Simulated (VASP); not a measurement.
# YB6 with r2SCAN + rVV10: from relaxation to properties, part 4 of 9

What structure does YB6 take at this level, and what are its properties? The start is a cell from a database of measured crystal structures.

VASP 6.6.1; r2SCAN with rVV10; plane waves and PAW (Y_sv, B).

Still holding for the runs below: This run has no spin polarisation. Its electron count is odd, so without a moment it is a metal by construction.

So far. Step 5 (Band structure (r2SCAN + rVV10)): There is no gap at this level. Step 5 (Band structure (r2SCAN + rVV10)): Of the bands kept, 2 cross the Fermi level on this path.

The database entry behind the starting cell differs from later determinations by our own check (about 0.3 % long, ideal inner coordinate), so it need not match the best structure at ambient conditions.

## (6) Total and projected DOS (r2SCAN + rVV10)

A density of states needs more k-points than a total energy; ISMEAR = -5 takes tetrahedra, and LORBIT projects the states on the PAW spheres. The mesh is finer than in the run before.

File INCAR:

```
SYSTEM = YB6
PREC = Accurate
ENCUT = 420
EDIFF = 1E-06
NELM = 100
ISMEAR = -5
SIGMA = 0.05
LREAL = .FALSE.
ALGO = Normal
METAGGA = R2SCAN
LUSE_VDW = .TRUE.
IVDW_NL = 2
BPARAM = 11.95
CPARAM = 0.0093
LASPH = .TRUE.
NBANDS = 32
LORBIT = 11
LWAVE = .FALSE.
LCHARG = .FALSE.
KPAR = 4
NEDOS = 2001
```

File POSCAR:

```
YB6
1.0
    4.0875293394      0.0000000000      0.0000000000
    0.0000000000      4.0875293394      0.0000000000
    0.0000000000      0.0000000000      4.0875293394
Y B
1 6
Direct
    0.0000000000      0.0000000000      0.0000000000
    0.1988345400      0.5000000000      0.5000000000
    0.5000000000      0.1988345400      0.5000000000
    0.8011654600      0.5000000000      0.5000000000
    0.5000000000      0.8011654600      0.5000000000
    0.5000000000      0.5000000000      0.1988345400
    0.5000000000      0.5000000000      0.8011654600
```

File KPOINTS:

```
Automatic mesh
0
Gamma
10 10 10
0 0 0
```

The projector-augmented-wave data sets are Y_sv and B (PBE family, release 64).

On the command line:

```sh
> mpirun -np 4 vasp_std
```

Output:

```text
[... set-up lines as in an earlier step ...]
 entering main loop
       N       E                     dE             d eps       ncg     rms          rms(c)
Total rVV10 correction in eV:      0.2958684    29.9215336
Total rVV10 correction in eV:      0.2958684    29.9215336
Total rVV10 correction in eV:      0.2958684    29.9215336
Total rVV10 correction in eV:      0.2958684    29.9215336
DAV:   1     0.431037885502E+02    0.43104E+02   -0.11821E+04  3584   0.736E+02
DAV:   2    -0.756021619259E+02   -0.11871E+03   -0.11309E+03  4528   0.192E+02
DAV:   3    -0.801299127344E+02   -0.45278E+01   -0.44700E+01  5096   0.294E+01
DAV:   4    -0.802045583367E+02   -0.74646E-01   -0.74538E-01  4336   0.341E+00
DAV:   5    -0.802055609567E+02   -0.10026E-02   -0.10034E-02  4600   0.378E-01    0.157E+01
Total rVV10 correction in eV:      0.3259714    29.9215335
Total rVV10 correction in eV:      0.3259714    29.9215335
Total rVV10 correction in eV:      0.3259714    29.9215335
Total rVV10 correction in eV:      0.3259714    29.9215335
DAV:   6    -0.681284729740E+02    0.12077E+02   -0.46864E+00  4216   0.144E+01    0.124E+01
Total rVV10 correction in eV:      0.3518580    29.9215335
Total rVV10 correction in eV:      0.3518580    29.9215335
Total rVV10 correction in eV:      0.3518580    29.9215335
Total rVV10 correction in eV:      0.3518580    29.9215335
DAV:   7    -0.672486796059E+02    0.87979E+00   -0.27709E+00  4280   0.840E+00    0.102E+01
Total rVV10 correction in eV:      0.3469935    29.9215335
Total rVV10 correction in eV:      0.3469935    29.9215335
Total rVV10 correction in eV:      0.3469935    29.9215335
Total rVV10 correction in eV:      0.3469935    29.9215335
DAV:   8    -0.674195487917E+02   -0.17087E+00   -0.76033E-01  3976   0.440E+00    0.154E+00
Total rVV10 correction in eV:      0.3570694    29.9215335
Total rVV10 correction in eV:      0.3570694    29.9215335
Total rVV10 correction in eV:      0.3570694    29.9215335
Total rVV10 correction in eV:      0.3570694    29.9215335
DAV:   9    -0.672476868584E+02    0.17186E+00   -0.24510E-01  4176   0.273E+00    0.504E-01
Total rVV10 correction in eV:      0.3555792    29.9215335
Total rVV10 correction in eV:      0.3555792    29.9215335
Total rVV10 correction in eV:      0.3555792    29.9215335
Total rVV10 correction in eV:      0.3555792    29.9215335
DAV:  10    -0.672442233941E+02    0.34635E-02   -0.24519E-02  4408   0.707E-01    0.990E-01
Total rVV10 correction in eV:      0.3556074    29.9215335
Total rVV10 correction in eV:      0.3556074    29.9215335
Total rVV10 correction in eV:      0.3556074    29.9215335
Total rVV10 correction in eV:      0.3556074    29.9215335
DAV:  11    -0.672437982020E+02    0.42519E-03   -0.13745E-03  4384   0.177E-01    0.359E-01
Total rVV10 correction in eV:      0.3555512    29.9215335
Total rVV10 correction in eV:      0.3555512    29.9215335
Total rVV10 correction in eV:      0.3555512    29.9215335
Total rVV10 correction in eV:      0.3555512    29.9215335
DAV:  12    -0.672436697905E+02    0.12841E-03   -0.47246E-04  4160   0.107E-01    0.846E-02
Total rVV10 correction in eV:      0.3556762    29.9215335
Total rVV10 correction in eV:      0.3556762    29.9215335
Total rVV10 correction in eV:      0.3556762    29.9215335
Total rVV10 correction in eV:      0.3556762    29.9215335
DAV:  13    -0.672436627647E+02    0.70257E-05   -0.61548E-05  4200   0.387E-02    0.225E-02
Total rVV10 correction in eV:      0.3557055    29.9215335
Total rVV10 correction in eV:      0.3557055    29.9215335
Total rVV10 correction in eV:      0.3557055    29.9215335
Total rVV10 correction in eV:      0.3557055    29.9215335
DAV:  14    -0.672436640345E+02   -0.12698E-05   -0.26513E-06  4512   0.770E-03    0.172E-02
Total rVV10 correction in eV:      0.3557460    29.9215335
Total rVV10 correction in eV:      0.3557460    29.9215335
Total rVV10 correction in eV:      0.3557460    29.9215335
Total rVV10 correction in eV:      0.3557460    29.9215335
DAV:  15    -0.672436645860E+02   -0.55153E-06   -0.65068E-07  3176   0.440E-03
Total rVV10 correction in eV:      0.3557461    29.9215335
Total rVV10 correction in eV:      0.3557461    29.9215335
Total rVV10 correction in eV:      0.3557461    29.9215335
Total rVV10 correction in eV:      0.3557461    29.9215335
Total rVV10 correction in eV:      0.3557424    29.9215335
Total rVV10 correction in eV:      0.3557424    29.9215335
Total rVV10 correction in eV:      0.3557424    29.9215335
Total rVV10 correction in eV:      0.3557424    29.9215335
   1 F= -.67243665E+02 E0= -.67243665E+02  d E =0.000000E+00
 -----------------------------------------------------------------------------
|                                                                             |
|           W    W    AA    RRRRR   N    N  II  N    N   GGGG   !!!           |
|           W    W   A  A   R    R  NN   N  II  NN   N  G    G  !!!           |
|           W    W  A    A  R    R  N N  N  II  N N  N  G       !!!           |
|           W WW W  AAAAAA  RRRRR   N  N N  II  N  N N  G  GGG   !            |
|           WW  WW  A    A  R   R   N   NN  II  N   NN  G    G                |
|           W    W  A    A  R    R  N    N  II  N    N   GGGG   !!!           |
|                                                                             |
|     Tetrahedron method does not include variations of the Fermi             |
|     occupations, so forces and stress will be inaccurate. We suggest        |
|     using a different smearing scheme ISMEAR = 1 or 2 for metals in         |
|     relaxations.                                                            |
|                                                                             |
 -----------------------------------------------------------------------------
```

Run time: 3.5 min. Hardware: 4 MPI ranks of AMD EPYC 7R43, shared host; peak memory 1.1 GiB.

Parts of OUTCAR (step 6):

```text
   k-points           NKPTS =     56   k-points in BZ     NKDIM =     56   number of bands    NBANDS=     32

   NELECT =      29.0000    total number of electrons

 E-fermi :   6.7848

 k-point     1 :       0.0000    0.0000    0.0000
  band No.  band energies     occupation
    ...
     10      -0.9528      2.00000
     11      -0.9528      2.00000
     12       4.6224      2.00000
     13       4.6224      2.00000
     14       4.6224      2.00000
     15       7.8163     -0.58422
     16       7.8163      0.00000
     17       7.8163      0.00000
     18       7.8565      0.00000
     19       7.8565      0.00000
    ...

  Total       -0.0418320     -0.0418320     -0.0418320      0.0000000      0.0000000     -0.0000000
  in kB       -0.9813795     -0.9813795     -0.9813795      0.0000000      0.0000000     -0.0000000
  external PRESSURE =      -0.9813795 kB  Pullay stress =       0.0000000 kB

 POSITION                                       TOTAL-FORCE (eV/Angst)
 -----------------------------------------------------------------------------------
      0.00000      0.00000      0.00000        -0.000000      0.000000      0.000000
      0.81274      2.04376      2.04376        -0.022814      0.000000     -0.000000
      2.04376      0.81274      2.04376        -0.000000     -0.022814      0.000000
      3.27479      2.04376      2.04376         0.022814     -0.000000     -0.000000
      2.04376      3.27479      2.04376        -0.000000      0.022814     -0.000000
      2.04376      2.04376      0.81274        -0.000000     -0.000000     -0.022814
      2.04376      2.04376      3.27479        -0.000000      0.000000      0.022814
 -----------------------------------------------------------------------------------
    total drift:                               -0.000000      0.000000      0.000000

  FREE ENERGIE OF THE ION-ELECTRON SYSTEM (eV)
  ---------------------------------------------------
  free  energy   TOTEN  =       -67.2436645860 eV

  energy  without entropy=      -67.2436645860  energy(sigma->0) =      -67.24366459

[... 6 parts as in an earlier step ...]

[... 10 further parts left out ...]
```

With tetrahedra the forces and stress of a metal are not exact derivatives of the energy.

Numbers from this step:

```yaml
scf_cycles: 15
irreducible_k_points: 56
free_energy_toten: -67.2437 eV
fermi_energy: 6.785 eV
pressure: -0.09814 GPa
dos_at_the_fermi_level: 0.8422 states/eV/cell
```

The density of states has structure finer than the step of the table below, so its rows give means over 1 eV, whole bins alone (the curve runs from -12.0 to 3.03 eV). Peaks (eV: height): total -4.7: 4.81, 2.4: 6.19, 2.7: 5.16, 2.9: 4.91; B p -5.9: 1.64, -4.7: 2.51, -3.9: 2.34, -3.3: 2.23; Y d 2.4: 4.12; B s -11.0: 1.69, -10.6: 1.06, -4.7: 0.364; Y p -11.2: 0.0966, -11.0: 0.105, -5.9: 0.136, 2.9: 0.0912.

States under -12.0 eV and over 3.0 eV are left out. The density of states by energy, zero at the Fermi level; means over each step; values in states/eV/cell:

```csv
energy (eV),total,B p,Y d,B s,Y p,Y s
-11,2.49,0.477,0.0300,1.02,0.0566,0.0226
-10,1.46,0.381,0.0229,0.532,0.0342,0.00426
-9,1.35,0.447,0.0298,0.422,0.0213,0.00107
-8,0.899,0.390,0.0232,0.194,0.0138,0.00192
-7,1.44,0.631,0.0456,0.228,0.0180,0.0160
-6,2.46,1.14,0.0874,0.212,0.0760,0.0231
-5,2.68,1.33,0.135,0.172,0.0567,0.00868
-4,2.58,1.50,0.106,0.116,0.0304,0.00446
-3,1.87,1.20,0.0554,0.0511,0.0119,0.00352
-2,0.521,0.231,0.0654,0.00709,0.00401,8.9e-4
-1,0.454,0.113,0.131,0.00652,0.00104,0.00194
0,0.776,0.175,0.255,0.0154,0.00504,0.00547
1,1.67,0.334,0.612,0.0707,0.0361,0.00686
2,3.59,0.390,2.08,0.148,0.0387,0.0369
```

The finer mesh and the other smearing move the Fermi level by -0.05 eV from the 7×7×7 run, one measure of the sampling error in the zero of the bands above. Of the states within 0.3 eV of the Fermi level, the largest shares in the PAW spheres are Y d 33 % and B p 23 %. The rest lies in smaller channels or between the spheres.

(Continued in part 5 of 9.)

[Lines on the potential files, build, host, timing and source positions are cut from VASP's logs without a mark.]

[Logs are printed without paths, hosts, clocks, repeated set-up lines and the standing remarks that a program may print on its own settings, such as how far it seeks lower states.]

[Hosts, paths, dates, database ids (printed as entryN), source tags and the programs' standing remarks are cut or masked in the printed files.]

[A measured line is paired with the nearest computed mode of its activity, which favours agreement.]
